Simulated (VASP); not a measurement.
Consider the following.

```xyz
2
Lattice="0.0000 2.1475 2.1475 2.1475 0.0000 2.1475 2.1475 2.1475 0.0000" Properties=species:S:1:pos:R:3 pbc="T T T"
Ti     0.0000     0.0000     0.0000
C      2.1475     2.1475     2.1475
```

Level of theory: PBEsol GGA, VASP's PBE PAW potentials (set 64) (plane waves; VASP). Settings: 600 eV cut-off, 14×14×14 Γ-centred mesh, first-order Methfessel-Paxton smearing of 0.10 eV, potentials Ti_sv C.

Stress in GPa, positive for a compressed cell; the cube axes lie along x, y and z, and the ions stay on their sites.

| strain | σxx | σyy | σzz |
|---|---|---|---|
| none | -0.18 | -0.18 | -0.18 |
| εxx = -0.5 %, εyy = -0.5 % | 3.25 | 3.25 | 1.05 |
| εxx = -1.5 %, εyy = -1.5 %, εzz = -1.5 % | 12.98 | 12.98 | 12.98 |
| εxx = -1.5 % | 8.68 | 1.71 | 1.71 |
| εxx = +1.5 %, εyy = +1.5 % | -9.40 | -9.40 | -3.79 |

Question: Fit C11 and C12 to these rows, and predict the stress for εxx = +2.0 %, εyy = +2.0 %.

Answer: Least squares on Δσ_i = −C11 ε_i − C12 (ε_j + ε_k) over all components shown gives C11 = 558 GPa and C12 = 138 GPa, and so σxx, σyy, σzz = -14.10, -14.10, -5.69 GPa. The run gave -12.11, -12.11, -4.92 GPa; the difference holds the non-linear terms and numerical noise.

Left out are shears, moved atoms, failed runs and, from the fit, strains over 2.5 %.

The compound is TiC in the rock salt structure.
